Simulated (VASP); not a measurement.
# Mg2Cd3O5 (P4/nmm) in VASP: a series of runs

One crystal, Mg2Cd3O5, is run at these levels: PBEsol, HSE06; tasks: relaxation of cell and atoms, single point.

All numbers are computed with VASP 6.6.1; they aren't measurements. Logs are shortened: lines on timing, memory, paths and dates and some standing lists are left out, and cuts for length are marked.

**1. The structure**

The structure is tetragonal, space group P4/nmm (No. 129). Conventional cell: a = 3.183 Å, b = 3.183 Å, c = 22.480 Å, α = 90.00°, β = 90.00°, γ = 90.00°. Cd (site symmetry 4mm) has 6 O at 2.22 to 2.36 Å as nearest neighbours. Around Cd (site symmetry 4mm) lie 6 O at 2.25 to 2.36 Å. Cd (site symmetry 4mm) has 6 O at 2.25 to 2.36 Å as nearest neighbours. Mg (site symmetry 4mm) has 6 O at 2.08 to 2.25 Å as nearest neighbours. Mg (site symmetry 4mm) is surrounded by 6 O at 2.08 to 2.25 Å. Around O (site symmetry 4mm) lie 1 Mg at 2.22 Å and 5 Cd at 2.25 to 2.36 Å. O (site symmetry 4mm) is surrounded by 6 Cd at 2.25 to 2.36 Å. O (site symmetry 4mm) is surrounded by 6 Cd at 2.25 to 2.36 Å.

The cell comes from a database or a generator and needn't be the stable form of this composition.

**2. Relaxation of cell and atoms, PBEsol**

INCAR reads:

```
ALGO = Normal ; EDIFF = 1E-6
EDIFFG = -0.01 ; ENCUT = 600
GGA = PS ; IBRION = 2
ISIF = 3 ; ISMEAR = -1
KPAR = 8 ; LASPH = True
LCHARG = False ; LREAL = False
LWAVE = False ; NELM = 80
NSW = 40 ; PREC = Accurate
SIGMA = 0.05
```

KPOINTS reads:

```
k-points
0
Gamma
  8 8 1
```

POSCAR reads:

```
Mg2Cd3O5
1.0
    3.1829704648      0.0000000000      0.0000000000
    0.0000000000      3.1829704648      0.0000000000
    0.0000000000      0.0000000000     22.4800000000
Cd Mg O
6 4 10
Direct
    0.0000000000      0.0000000000      0.0000000000
    0.5000000000      0.5000000000      0.1049822100
    0.0000000000      0.0000000000      0.2099644100
    0.5000000000      0.5000000000      0.3149466200
    0.0000000000      0.0000000000      0.4199288300
    0.5000000000      0.5000000000      0.5249110300
    0.0000000000      0.0000000000      0.6236654800
    0.5000000000      0.5000000000      0.7161921700
    0.0000000000      0.0000000000      0.8087188600
    0.5000000000      0.5000000000      0.9012455500
    0.5000000000      0.5000000000      0.0000000000
    0.0000000000      0.0000000000      0.1049822100
    0.5000000000      0.5000000000      0.2099644100
    0.0000000000      0.0000000000      0.3149466200
    0.5000000000      0.5000000000      0.4199288300
    0.0000000000      0.0000000000      0.5249110300
    0.5000000000      0.5000000000      0.6236654800
    0.0000000000      0.0000000000      0.7161921700
    0.5000000000      0.5000000000      0.8087188600
    0.0000000000      0.0000000000      0.9012455500
```

Potentials or basis: VASP PAW PBE potentials, release 64 (Cd, Mg, O).

Run with:

```console
cat potpaw_PBE.64/Cd/POTCAR potpaw_PBE.64/Mg/POTCAR potpaw_PBE.64/O/POTCAR > POTCAR
mpirun -np 8 vasp_std > vasp.out
```

OUTCAR:

```text
EDIFF = 1E-6
   EDIFFG = -0.01
   ENCUT = 600
   GGA = PS
   IBRION = 2
   ISIF = 3
   ISMEAR = -1
   LASPH = True
   LREAL = False
   NELM = 80
   NSW = 40
   PREC = Accurate

 ion  position               nearest neighbor table
   1  0.000  0.000  0.000-  20 2.22  11 2.25  11 2.25  11 2.25  11 2.25  12 2.36  10 3.16  10 3.16
                            10 3.16  10 3.16   2 3.26   2 3.26   2 3.26   2 3.26
   2  0.500  0.500  0.105-  12 2.25  12 2.25  12 2.25  12 2.25  13 2.36  11 2.36   3 3.26   3 3.26
                             3 3.26   3 3.26   1 3.26   1 3.26   1 3.26   1 3.26
   3  0.000  0.000  0.210-  13 2.25  13 2.25  13 2.25  13 2.25  12 2.36  14 2.36   2 3.26   2 3.26
                             2 3.26   2 3.26   4 3.26   4 3.26   4 3.26   4 3.26
   4  0.500  0.500  0.315-  14 2.25  14 2.25  14 2.25  14 2.25  15 2.36  13 2.36   5 3.26   5 3.26
                             3 3.26   5 3.26   3 3.26   3 3.26   5 3.26   3 3.26
   5  0.000  0.000  0.420-  15 2.25  15 2.25  15 2.25  15 2.25  16 2.36  14 2.36   6 3.26   6 3.26
                             6 3.26   6 3.26   4 3.26   4 3.26   4 3.26   4 3.26
   6  0.500  0.500  0.525-  17 2.22  16 2.25  16 2.25  16 2.25  16 2.25  15 2.36   7 3.16   7 3.16
                             7 3.16   7 3.16   5 3.26   5 3.26   5 3.26   5 3.26
   7  0.000  0.000  0.624-  18 2.08  16 2.22  17 2.25  17 2.25  17 2.25  17 2.25   8 3.06   8 3.06
                             8 3.06   8 3.06   6 3.16   6 3.16   6 3.16   6 3.16
   8  0.500  0.500  0.716-  17 2.08  19 2.08  18 2.25  18 2.25  18 2.25  18 2.25   9 3.06   9 3.06
                             7 3.06   9 3.06   7 3.06   7 3.06   9 3.06   7 3.06
   9  0.000  0.000  0.809-  18 2.08  20 2.08  19 2.25  19 2.25  19 2.25  19 2.25  10 3.06  10 3.06
                             8 3.06  10 3.06   8 3.06   8 3.06  10 3.06   8 3.06
  10  0.500  0.500  0.901-  19 2.08  11 2.22  20 2.25  20 2.25  20 2.25  20 2.25   9 3.06   9 3.06
                             9 3.06   9 3.06   1 3.16   1 3.16   1 3.16   1 3.16
  11  0.500  0.500  0.000-  10 2.22   1 2.25   1 2.25   1 2.25   1 2.25   2 2.36
  12  0.000  0.000  0.105-   2 2.25   2 2.25   2 2.25   2 2.25   3 2.36   1 2.36
  13  0.500  0.500  0.210-   3 2.25   3 2.25   3 2.25   3 2.25   2 2.36   4 2.36
  14  0.000  0.000  0.315-   4 2.25   4 2.25   4 2.25   4 2.25   5 2.36   3 2.36
  15  0.500  0.500  0.420-   5 2.25   5 2.25   5 2.25   5 2.25   6 2.36   4 2.36
  16  0.000  0.000  0.525-   7 2.22   6 2.25   6 2.25   6 2.25   6 2.25   5 2.36
  17  0.500  0.500  0.624-   8 2.08   6 2.22   7 2.25   7 2.25   7 2.25   7 2.25
  18  0.000  0.000  0.716-   7 2.08   9 2.08   8 2.25   8 2.25   8 2.25   8 2.25
  19  0.500  0.500  0.809-   8 2.08  10 2.08   9 2.25   9 2.25   9 2.25   9 2.25
  20  0.000  0.000  0.901-   9 2.08   1 2.22  10 2.25  10 2.25  10 2.25  10 2.25

  LATTYP: Found a simple tetragonal cell.
 ALAT       =     3.1829704648
 C/A-ratio  =     7.0625851696

  Lattice vectors:

 A1 = (   3.1829704648,   0.0000000000,   0.0000000000)
 A2 = (   0.0000000000,   3.1829704648,   0.0000000000)
 A3 = (   0.0000000000,   0.0000000000,  22.4800000000)

Analysis of symmetry for initial positions (statically):
=====================================================================
 Subroutine PRICEL returns:
 Original cell was already a primitive cell.

 Routine SETGRP: Setting up the symmetry group for a
 simple tetragonal supercell.

 Subroutine GETGRP returns: Found 16 space group operations
 (whereof  8 operations were pure point group operations)
 out of a pool of 16 trial point group operations.

The static configuration has the point symmetry C_4v.
 The point group associated with its full space group is D_4h.

Analysis of symmetry for dynamics (positions and initial velocities):
=====================================================================
 Subroutine PRICEL returns:
 Original cell was already a primitive cell.

 Routine SETGRP: Setting up the symmetry group for a
 simple tetragonal supercell.

 Subroutine GETGRP returns: Found 16 space group operations
 (whereof  8 operations were pure point group operations)
 out of a pool of 16 trial point group operations.

The dynamic configuration has the point symmetry C_4v.
 The point group associated with its full space group is D_4h.

 Subroutine INISYM returns: Found 16 space group operations
 (whereof  8 operations are pure point group operations),
 and found     1 'primitive' translations

----------------------------------------------------------------------------------------

                                     Primitive cell

  volume of cell :     227.7516

  direct lattice vectors                    reciprocal lattice vectors
     3.182970465  0.000000000  0.000000000     0.314171938  0.000000000  0.000000000
     0.000000000  3.182970465  0.000000000     0.000000000  0.314171938  0.000000000
     0.000000000  0.000000000 22.480000000     0.000000000  0.000000000  0.044483986

  length of vectors
[... 103 lines left out ...]
   LNONCOLLINEAR =      F non collinear calculations
   LSORBIT =      F    spin-orbit coupling
   LASPH  =      T    aspherical Exc in radial PAW
   ENCUT  =  600.0 eV  44.10 Ry    6.64 a.u.   6.36  6.36 44.90*2*pi/ulx,y,z
   NELM   =     80;   NELMIN=  2; NELMDL= -5     # of ELM steps
   EDIFF  = 0.1E-05   stopping-criterion for ELM
   LREAL  =      F    real-space projection
   EDIFFG = -.1E-01   stopping-criterion for IOM
   NSW    =     40    number of steps for IOM
   IBRION =      2    ionic relax: 0-MD 1-quasi-New 2-CG
   NFREE  =      1    steps in history (QN), initial steepest desc. (CG)
   ISIF   =      3    stress and relaxation
   ISYM   =      2    0-nonsym 1-usesym 2-fastsym
   POTIM  = 0.5000    time-step for ionic-motion
   TEBEG  =    0.0;   TEEND  =   0.0 temperature during run
   PSTRESS=    0.0 pullay stress
   NELECT =     140.0000    total number of electrons
   NUPDOWN=      -1.0000    fix difference up-down
   EMIN   =  10.00;   EMAX   =-10.00  energy-range for DOS
   EFERMI =   0.00;   METHOD = LEGACY
   ISMEAR =    -1;   SIGMA  =   0.05  broadening in eV -4-tet -1-fermi 0-gaus
   EFERMI_NEDOS =   21; number of points for ismear=-14 and -15
   IALGO  =     38    algorithm
   IMIX   =      4    mixing-type and parameters
     AMIX     =   0.40;   BMIX     =  1.00
     AMIX_MAG =   1.60;   BMIX_MAG =  1.00
  volume/ion in A,a.u.               =      11.39        76.85
  Fermi-wavevector in a.u.,A,eV,Ry     =   1.391971  2.630445 26.362439  1.937585
  Thomas-Fermi vector in A             =   2.515759
   LORBIT       =      0    0 simple, 1 ext, 2 COOP (PROOUT), +10 PAW based schemes
   GGA     = PS    functional components
   LHFCALC =     F    Hartree Fock is set to
   AEXX    =    0.0000 exact exchange contribution
   IVDW    =     0    specifies the selected vdW correction
   LEPSILON=     F    determine dielectric tensor
   LRPA    =     F    only Hartree local field effects (RPA)
 conjugate gradient relaxation of ions
 non-spin polarized calculation
  energy-cutoff  :      600.00
  volume of cell :      227.75
 maximum number of plane-waves:      7640
 NGX is ok and might be reduce to    28
   NGX = 13   NGY = 13   NGZ = 89

--------------------------------------- Ionic step        1  -------------------------------------------

 number of electron     139.9999954 magnetization

 Free energy of the ion-electron system (eV)
  ---------------------------------------------------
  ext. energy  EPLUGINS =         0.00000000
  ---------------------------------------------------
  free energy    TOTEN  =       -99.42935206 eV

  energy without entropy =      -99.42391261  energy(sigma->0) =      -99.42663234

 E-fermi :   3.2812     XC(G=0): -11.7982

 val. band max:        3.1881794873   @ k =   0.0000   0.0000   0.0000
 cond. band min:       4.0328811680   @ k =   0.1250   0.0000   0.0000
 fundamental gap:      0.8447016808
 Fermi energy:         3.2811879257

 k-point     1 :       0.0000    0.0000    0.0000
  band No.  band energies     occupation
      1     -14.9783      2.00000
      2     -14.8833      2.00000
      3     -14.8410      2.00000
      4     -14.6175      2.00000
      5     -14.5907      2.00000
      6     -14.3640      2.00000
[... 1264 lines left out ...]
     81      11.7249      0.00000
     82      11.7251      0.00000
 [bands above 82 left out]

------------------------ aborting loop because EDIFF is reached ----------------------------------------

  FORCE on cell =-STRESS in cart. coord.  units (eV):
  Direction    XX          YY          ZZ          XY          YZ          ZX
  --------------------------------------------------------------------------------------
  -------------------------------------------------------------------------------------
  Total        8.5761483      8.5761483      6.3407134      0.0000000      0.0000000     -0.0000000
  in kB       60.3311137     60.3311137     44.6053734      0.0000000      0.0000000     -0.0000000
  external PRESSURE =      55.0892003 kB  Pullay stress =       0.0000000 kB
[... 143 lines left out ...]
  FREE ENERGIE OF THE ION-ELECTRON SYSTEM (eV)
  ---------------------------------------------------
  free  energy   TOTEN  =       -99.6537943018 eV

  energy  without entropy=      -99.6487822060  energy(sigma->0) =      -99.65128825

[... ionic steps 4 to 17 ...]

--------------------------------------- Ionic step       18  -------------------------------------------

 number of electron     139.9999973 magnetization

------------------------ aborting loop because EDIFF is reached ----------------------------------------
[... 103 lines left out ...]
--------------------------------------- Ionic step       20  -------------------------------------------

 number of electron     139.9999974 magnetization

 Free energy of the ion-electron system (eV)
  ---------------------------------------------------
  ext. energy  EPLUGINS =         0.00000000
  ---------------------------------------------------
  free energy    TOTEN  =       -99.79416667 eV

  energy without entropy =      -99.78987408  energy(sigma->0) =      -99.79202038

 E-fermi :   2.6444     XC(G=0): -11.6177

 val. band max:        2.5817956537   @ k =   0.5000   0.0000   0.0000
 cond. band min:       3.2267158181   @ k =   0.1250   0.0000   0.0000
 fundamental gap:      0.6449201644
 Fermi energy:         2.6444106725

 k-point     1 :       0.0000    0.0000    0.0000
  band No.  band energies     occupation
      1     -15.2832      2.00000
      2     -15.1751      2.00000
      3     -14.9830      2.00000
      4     -14.8365      2.00000
      5     -14.7830      2.00000
      6     -14.7039      2.00000
[... 1264 lines left out ...]
     81      11.0302      0.00000
     82      11.0302      0.00000
 [bands above 82 left out]

------------------------ aborting loop because EDIFF is reached ----------------------------------------

  FORCE on cell =-STRESS in cart. coord.  units (eV):
  Direction    XX          YY          ZZ          XY          YZ          ZX
  --------------------------------------------------------------------------------------
  -------------------------------------------------------------------------------------
  Total       -0.0222340     -0.0222340     -0.0664227      0.0000000      0.0000000      0.0000000
  in kB       -0.1512138     -0.1512138     -0.4517424      0.0000000      0.0000000      0.0000000
  external PRESSURE =      -0.2513900 kB  Pullay stress =       0.0000000 kB
[... 35 lines left out ...]
  FREE ENERGIE OF THE ION-ELECTRON SYSTEM (eV)
  ---------------------------------------------------
  free  energy   TOTEN  =       -99.7941666738 eV

  energy  without entropy=      -99.7898740842  energy(sigma->0) =      -99.79202038

 reached required accuracy - stopping structural energy minimisation
```

Run time: 13 min. Hardware: 8 MPI ranks of Intel Xeon Platinum 8559C (Emerald Rapids), shared host; peak memory 0.59 GiB.

What came out:

| Item | Value |
| --- | --- |
| Free energy | -99.7942 eV |
| Relaxed volume | 11.78 Å³/atom |
| Relaxed cell | a = 3.222 Å, b = 3.222 Å, c = 22.699 Å, α = 90.00°, β = 90.00°, γ = 90.00° |
| Space group after relaxing (to 0.05 Å) | P4/nmm (No. 129) |
| Energy gained by relaxing | 18.2 meV/atom |
| Ionic steps | 20 |
| Pressure after relaxing | 0.0 GPa |
| Largest force after relaxing | 0.007 eV/Å |
| Band gap on the k mesh | none (metal or under the smearing width) |

Forces in eV/Å, atoms in the order of the input:
```
Cd   0.000  0.000  0.000
Cd   0.000  0.000  0.003
Cd   0.000  0.000 -0.001
Cd   0.000  0.000  0.001
Cd   0.000  0.000 -0.003
Cd   0.000  0.000  0.000
Mg   0.000  0.000  0.005
Mg   0.000  0.000 -0.007
Mg   0.000  0.000  0.007
Mg   0.000  0.000 -0.005
O    0.000  0.000 -0.003
O    0.000  0.000 -0.003
O    0.000  0.000 -0.005
O    0.000  0.000  0.005
O    0.000  0.000  0.003
O    0.000  0.000  0.003
O    0.000  0.000  0.006
O    0.000  0.000  0.003
O    0.000  0.000 -0.003
O    0.000  0.000 -0.006
```

Step by step:
```tsv
step	energy change (eV)	largest force (eV/Å)	pressure (GPa)	volume (Å³)
1	0.0000	1.1479	5.51	227.75
2	-0.1756	0.4040	-3.36	240.90
3	-0.2244	0.4668	-0.75	236.55
4	-0.2600	0.3124	-0.25	235.66
5	-0.2788	0.3969	0.60	234.32
6	-0.3029	0.2751	0.13	235.04
7	-0.3116	0.2361	-0.34	235.87
8	-0.3352	0.1891	-0.08	235.48
9	-0.3404	0.2244	0.14	235.19
10	-0.3551	0.1417	0.03	235.42
11	-0.3568	0.1156	-0.01	235.51
12	-0.3614	0.0554	-0.03	235.55
13	-0.3619	0.1039	-0.05	235.57
14	-0.3641	0.0639	0.09	235.40
15	-0.3642	0.0610	0.08	235.41
16	-0.3646	0.0305	-0.10	235.70
17	-0.3646	0.0254	-0.06	235.64
18	-0.3648	0.0135	0.04	235.48
19	-0.3648	0.0138	0.05	235.46
20	-0.3648	0.0073	-0.03	235.58
```

Final structure:
```xyz
20
Lattice="3.2216 0.0000 0.0000 0.0000 3.2216 0.0000 0.0000 0.0000 22.6987" Properties=species:S:1:pos:R:3 pbc="T T T"
Cd    0.0000    0.0000   22.6052
Cd    1.6108    1.6108    2.2965
Cd    0.0000    3.2216    4.7441
Cd    1.6108    1.6108    7.1707
Cd    0.0000    3.2216    9.6183
Cd    1.6108    1.6108   12.0083
Mg    0.0000    0.0000   14.2529
Mg    1.6108    1.6108   16.3048
Mg    0.0000    0.0000   18.3087
Mg    1.6108    1.6108   20.3606
O     1.6108    1.6108   22.5042
O     0.0000    0.0000    2.3104
O     1.6108    1.6108    4.7341
O     3.2216    3.2216    7.1807
O     1.6108    1.6108    9.6044
O     3.2216    3.2216   12.1093
O     1.6108    1.6108   14.2946
O     0.0000    0.0000   16.2901
O     1.6108    1.6108   18.3234
O     0.0000    0.0000   20.3189
```

Levels at points of the mesh, in eV from the Fermi level:
| k point | band 68 | band 69 | band 70 | band 71 | band 72 | band 73 |
| --- | --- | --- | --- | --- | --- | --- |
| (0.00, 0.00, 0.00) | -1.06 | -0.66 | -0.66 | -0.20 | 1.00 | 2.00 |
| (0.50, 0.00, 0.00) | -0.20 | -0.06 | -0.06 | 4.05 | 4.05 | 4.52 |
| (0.50, 0.50, 0.00) | -2.01 | -1.60 | -1.60 | 3.78 | 3.78 | 4.47 |

Caveat: the PAW data sets were made with another functional, which shifts forces and pressure a little.

[end of part 1 of 2]
